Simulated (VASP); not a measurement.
Given:

```
MoSi2
1.0
   -1.63353     1.63353     3.98469
    1.63353    -1.63353     3.98469
    1.63353     1.63353    -3.98469
Si Mo
2 1
Cartesian
  0.00000   0.00000   5.29622
  0.00000   0.00000   2.67317
  0.00000   0.00000   0.00000
```

Method: PBE GGA, VASP's PBE PAW potentials (set 64) (plane waves; VASP). Numerical set-up: 300 eV cut-off, 17×17×17 Γ-centred mesh, Gaussian smearing of 0.20 eV, potentials Si Mo_sv.

At this cut-off the stress carries a Pulay error, which pulls relaxed volumes low.

Give the stress tensor in GPa (positive for a compressed cell).

```
-8.23   0.00   0.00
 0.00  -8.23   0.00
 0.00   0.00  -8.03
```
The pressure is its mean diagonal, -8.16 GPa.

The structure comes from a computed database's Si2Mo entry; how it stands against other phases isn't given here. The cell was not relaxed at this level.
